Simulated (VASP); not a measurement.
Input:

```xyz
6
Lattice="4.4845 0.0000 0.0000 0.0000 4.4845 0.0000 0.0000 0.0000 2.8982" Properties=species:S:1:pos:R:3 pbc="T T T"
Ti     0.0000     0.0000     0.0000
Ti     2.2423     2.2423     1.4491
O      1.3575     1.3575     0.0000
O      3.5998     0.8848     1.4491
O      0.8848     3.5998     1.4491
O      3.1270     3.1270     0.0000
```

The numbers are results of LDA (Ceperley-Alder, Perdew-Zunger), VASP's LDA PAW potentials (set 64) (plane waves; VASP), not measurements. Run with 620 eV cut-off, 5×5×8 Γ-centred mesh, Gaussian smearing of 0.050 eV, potentials Ti_sv O.

Energy and stress use the plane-wave basis of the starting cell.

Q: The ions, cell shape and volume at an external pressure of 20.0 GPa are relaxed. Give the cell that the relaxation ends in.

A: 
```xyz
6
Lattice="4.4299 0.0000 0.0000 0.0000 4.4299 0.0000 0.0000 0.0000 2.8774" Properties=species:S:1:pos:R:3 pbc="T T T"
Ti     0.0000     0.0000     0.0000
Ti     2.2149     2.2149     1.4387
O      1.3380     1.3380     0.0000
O      3.5530     0.8769     1.4387
O      0.8769     3.5530     1.4387
O      3.0918     3.0918     0.0000
```
Space group P4_2/mnm (136), at a tolerance of 0.03 Å.

Q: How do energy and volume change from the first to the last step?

A: The energy (σ→0) changes by +28.2 meV/atom and the volume by -3.1 %, in 9 ionic steps.

The compound is TiO2 in the rutile structure. This run relaxes it under an external pressure of 20 GPa. Symmetry was kept, so distortions that lower it aren't found.
